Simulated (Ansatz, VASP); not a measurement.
## Two plane-wave programs on Si

INCAR

```
PREC = Accurate ; ENCUT = 520
EDIFF = 1E-6 ; ISMEAR = 0
SIGMA = 0.15 ; LREAL = False
LASPH = True ; NELM = 80
ALGO = Normal ; ISIF = 2
LWAVE = False ; LCHARG = True
GGA = CA ; LELF = True
LVHAR = True ; NBANDS = 8
```

KPOINTS

```
Automatic mesh
0
Gamma
  22 22 22
```

File POSCAR:

```
Si
1.0
   -1.4967617356      1.4967617356      1.4259562380
    1.4967617356     -1.4967617356      1.4259562380
    1.4967617356      1.4967617356     -1.4259562380
Si
1
Direct
    0.0000000000      0.0000000000      0.0000000000
```

Input for Ansatz:

```yaml
crystal:
  lattice:
    - [-1.4967617356, 1.4967617356, 1.425956238]
    - [1.4967617356, -1.4967617356, 1.425956238]
    - [1.4967617356, 1.4967617356, -1.425956238]
  atoms:
    - { symbol: Si, position: [0.0, 0.0, 0.0] }
basis:
  ecutwfc: 420
kpoints:
  mp_grid: { grid: [22, 22, 22] }
hamiltonian:
  xc: lda
scf:
  occupations: { method: gaussian, width: 0.15 }
output:
  forces: true
  stress: true
  eigenvalues: true
```

Change from the starting cell: strain -0.080 along x and y, +0.080 along z, atoms carried along.

Alike in both runs: task single point; functional LDA; k mesh 22 × 22 × 22; occupations gaussian, width 0.15 eV; no spin polarisation.

|  | VASP | Ansatz |
| --- | --- | --- |
| version | VASP 6.6.1 | Ansatz 0.2.0 |
| potentials or method | VASP PAW LDA potentials, release 64 (Si) | scalar-relativistic, plane waves, PAW |
| plane-wave cutoff (eV) | 520 | 420 |
| valence electrons in the cell | 4 | 4 |

Ansatz gave:

| Item | Value |
| --- | --- |
| gap on the k mesh at the Fermi level (eV) | none |
| pressure (GPa) | 12.1 |
| largest component of the traceless stress (GPa) | 4.29 |

Question: Estimate VASP's values.

Answer: gap on the k mesh at the Fermi level (eV): none; pressure (GPa): 12.3; largest component of the traceless stress (GPa): 4.32.

A gap of «none» marks a metal or a gap that the smearing closes.
